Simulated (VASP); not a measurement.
Here is the system:

```
Nb
1.0
   -1.63778     1.63778     1.63778
    1.63778    -1.63778     1.63778
    1.63778     1.63778    -1.63778
Nb
1
Cartesian
  0.00000   0.00000   0.00000
```

All values below come from vdW-DF-cx, VASP's PBE PAW potentials (set 64) (plane waves; VASP). Settings: 520 eV cut-off, 14×14×14 Γ-centred mesh, first-order Methfessel-Paxton smearing of 0.10 eV, potentials Nb_sv.

Predict the energy per atom (σ→0), band gap (on the k-mesh) with the smallest direct gap where there is one.

The band gap (on the k-mesh) comes out as none (metal, semimetal or under 0.01 eV). The energy per atom (σ→0) is -7.802 eV/atom.

The compound is Nb in the bcc structure. It was relaxed first. The start is the result of an earlier pass.
